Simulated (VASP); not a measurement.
OSZICAR of a VASP run on MgS (rock salt):

### OSZICAR
```
       N       E                     dE             d eps       ncg     rms          rms(c)
DAV:   1     0.237470418807E+02    0.23747E+02   -0.36589E+03   568   0.790E+02
DAV:   2    -0.791901296831E+01   -0.31666E+02   -0.29504E+02   760   0.107E+02
DAV:   3    -0.885593424638E+01   -0.93692E+00   -0.93692E+00   696   0.256E+01
DAV:   4    -0.885987715996E+01   -0.39429E-02   -0.39429E-02   896   0.190E+00
DAV:   5    -0.885987935600E+01   -0.21960E-05   -0.21960E-05   728   0.418E-02    0.463E+00
DAV:   6    -0.851222176027E+01    0.34766E+00   -0.86768E-01   576   0.472E+00    0.367E+00
DAV:   7    -0.847184999925E+01    0.40372E-01   -0.23774E-01   720   0.264E+00    0.239E+00
DAV:   8    -0.847220380887E+01   -0.35381E-03   -0.12083E-02   656   0.932E-01    0.889E-01
DAV:   9    -0.847206096533E+01    0.14284E-03   -0.45772E-04   688   0.180E-01    0.253E-01
DAV:  10    -0.847209748916E+01   -0.36524E-04   -0.11611E-04   800   0.736E-02    0.132E-02
DAV:  11    -0.847209506417E+01    0.24250E-05   -0.18488E-05   680   0.226E-02    0.889E-03
DAV:  12    -0.847209506601E+01   -0.18380E-08   -0.33700E-07   344   0.519E-03
   1 F= -.74245788E+01 E0= -.74245788E+01  d E =-.742458E+01
```

Problem. Which electronic solver shows in the log?

Solution. It is blocked Davidson (ALGO = Normal, or the opening steps of other solvers). The INCAR had ALGO = Normal.

Problem. Can the final energy be trusted as converged?

Solution. The run converged. It stopped with EDIFF = 1E-6, NELM = 100, NSW = 40 and EDIFFG = -0.02 after 1 ionic step (PBE GGA, plane waves, VASP's PBE PAW potentials (set 64)).

The compound is MgS in the rock salt structure. It was relaxed first under an external pressure of 5 GPa.
